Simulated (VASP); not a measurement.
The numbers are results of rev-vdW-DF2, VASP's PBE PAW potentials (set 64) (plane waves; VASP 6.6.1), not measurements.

VASP ran on this input.

File KPOINTS:
```
kpoints
0
gamma
7 7 7
0 0 0
```

**INCAR**
```
LWAVE = F
LASPH = T   # aspherical one-centre terms
ZAB_VDW = -1.8867
AGGAC = 0.0
LMAXMIX = 4   # l cut-off of mixed one-centre charges
PREC = Accurate
PARAM1 = 0.1234568
PARAM2 = 0.7114
SIGMA = 0.05   # width (eV)
ALGO = Normal   # blocked Davidson
GGA = MK
NELM = 100
ENCUT = 520
LREAL = F   # projection in real space or not
ISMEAR = 0   # Gaussian
SYSTEM = NaI
ISIF = 2
EDIFF = 1E-7
LUSE_VDW = T
LCHARG = F
```

### POSCAR
```
NaI
1
    0.0000000000     3.2194594855     3.2194594855
    3.2194594855     0.0000000000     3.2194594855
    3.2194594855     3.2194594855     0.0000000000
Na I
1 1
Direct
  0.0000000000   0.0000000000   0.0000000000
  0.5000000000   0.5000000000   0.5000000000
```

POTCAR, in this order: Na_pv I (PBE.64 set). Program: vasp_std.

Output of the run:

File OSZICAR:
```
       N       E                     dE             d eps       ncg     rms          rms(c)
DAV:   1     0.812996991788E+02    0.81300E+02   -0.68451E+03   443   0.115E+03
DAV:   2     0.500458589045E+01   -0.76295E+02   -0.71085E+02   481   0.228E+02
DAV:   3    -0.166102880855E+01   -0.66656E+01   -0.66208E+01   530   0.693E+01
DAV:   4    -0.186282864410E+01   -0.20180E+00   -0.20165E+00   514   0.124E+01
DAV:   5    -0.186903785326E+01   -0.62092E-02   -0.62091E-02   522   0.234E+00    0.139E+00
DAV:   6    -0.180435009346E+01    0.64688E-01   -0.94246E-02   512   0.223E+00    0.907E-01
DAV:   7    -0.179470455564E+01    0.96455E-02   -0.68783E-02   506   0.169E+00    0.512E-01
DAV:   8    -0.179623424897E+01   -0.15297E-02   -0.40587E-03   461   0.717E-01    0.123E-01
DAV:   9    -0.179618644868E+01    0.47800E-04   -0.13130E-04   524   0.142E-01    0.365E-02
DAV:  10    -0.179619194714E+01   -0.54985E-05   -0.34174E-05   485   0.762E-02    0.675E-03
DAV:  11    -0.179619179006E+01    0.15708E-06   -0.44697E-06   497   0.263E-02    0.212E-03
DAV:  12    -0.179619175553E+01    0.34534E-07   -0.52977E-07   491   0.561E-03
   1 F= -.17961918E+01 E0= -.17961918E+01  d E =-.339935E-14
```

### OUTCAR
```
------------------------ aborting loop because EDIFF is reached ----------------------------------------
  FORCE on cell =-STRESS in cart. coord.  units (eV):
  Direction    XX          YY          ZZ          XY          YZ          ZX
  --------------------------------------------------------------------------------------
  Total       -0.0182773     -0.0182773     -0.0182773      0.0000000      0.0000000      0.0000000
  in kB       -0.4387770     -0.4387770     -0.4387770      0.0000000      0.0000000      0.0000000
  external PRESSURE =      -0.4387770 kB  Pullay stress =       0.0000000 kB
  volume of cell :       66.74
      direct lattice vectors                 reciprocal lattice vectors
     0.000000000  3.219459485  3.219459485    -0.155305573  0.155305573  0.155305573
     3.219459485  0.000000000  3.219459485     0.155305573 -0.155305573  0.155305573
     3.219459485  3.219459485  0.000000000     0.155305573  0.155305573 -0.155305573
  FREE ENERGIE OF THE ION-ELECTRON SYSTEM (eV)
  ---------------------------------------------------
  free  energy   TOTEN  =        -1.7961917555 eV

  energy  without entropy=       -1.7961917555  energy(sigma->0) =       -1.79619176
```
(Selected blocks of OUTCAR.)

File OUTCAR:
```
 val. band max:        0.8426327241   @ k =   0.0000   0.0000   0.0000

 cond. band min:       4.4435159806   @ k =   0.0000   0.0000   0.0000


 Fermi energy:         1.0926723420

 k-point     1 :       0.0000    0.0000    0.0000
  band No.  band energies     occupation
      1     -21.6633      2.00000
      2     -21.6633      2.00000
      3     -21.6633      2.00000
      4     -10.2526      2.00000
      5       0.8426      2.00000
      6       0.8426      2.00000
      7       0.8426      2.00000
      8       4.4435      0.00000
      9       8.7291      0.00000
     10       8.7291      0.00000
     11       8.7291      0.00000

 k-point     2 :       0.1429    0.0000    0.0000
  band No.  band energies     occupation
      1     -21.6644      2.00000
      2     -21.6634      2.00000
      3     -21.6634      2.00000
      4     -10.1947      2.00000
      5       0.2440      2.00000
      6       0.7831      2.00000
      7       0.7831      2.00000
      8       5.1034      0.00000
      9       8.3140      0.00000
     10       8.9089      0.00000
     11       8.9089      0.00000

 k-point     3 :       0.2857    0.0000    0.0000
  band No.  band energies     occupation
      1     -21.6668      2.00000
      2     -21.6635      2.00000
      3     -21.6635      2.00000
      4     -10.0581      2.00000
      5      -0.7210      2.00000
      6       0.6570      2.00000
      7       0.6570      2.00000
      8       5.8449      0.00000
      9       8.5247      0.00000
     10       8.6587      0.00000
     11       8.6587      0.00000

 k-point     4 :       0.4286    0.0000    0.0000
  band No.  band energies     occupation
      1     -21.6688      2.00000
      2     -21.6637      2.00000
      3     -21.6637      2.00000
      4      -9.9413      2.00000
      5      -1.3313      2.00000
      6       0.5626      2.00000
      7       0.5626      2.00000
      8       5.8956      0.00000
      9       8.3005      0.00000
...
```

Unless said otherwise, spin-orbit coupling is left out, though it shifts the bands of the heavy elements here.

The compound is NaI in the rock salt structure. It was relaxed first.
